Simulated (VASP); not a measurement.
CdS (zinc blende):

```
CdS
1.0
    0.00000     2.91000     2.91000
    2.91000     0.00000     2.91000
    2.91000     2.91000     0.00000
Cd S
1 1
Cartesian
  0.00000   0.00000   0.00000
  1.45500   1.45500   1.45500
```

The lowest empty band near Γ, direction [100], from mBJ (TB09) with spin-orbit coupling in VASP (PAW); its two spin partners are averaged. The gap over the points computed is 2.64 eV, and the next band on that side lies 4.77 eV away at the edge.

Settings: 400 eV cut-off, 9×9×9 Γ-centred mesh, Gaussian smearing of 0.050 eV, potentials Cd S.

| distance from the edge in k (1/Å) | distance in energy (meV) |
|---|---|
| 0.018 | 5.1 |
| 0.025 | 9.7 |
| 0.035 | 18.9 |
| 0.050 | 38.4 |
| 0.070 | 74.2 |

Q: Fit E(1 + αE) = ħ²k²/2m* (ħ²/2m0 = 3.810 eV Å²) and predict the row at 0.095 1/Å.

A: Least squares on the energies gives the electron mass m* = 0.245 m0 and α = 0.39 per eV, and so 133.7 meV. The run gave 133.9 meV, +0.2 meV from the fit.

Left out are points under 3 meV from the edge, since the levels carry 0.1 meV, and points farther than half the way to the next band.

The compound is CdS in the zinc blende structure, a metastable form; wurtzite is the usual one. The cell was not relaxed at this level.
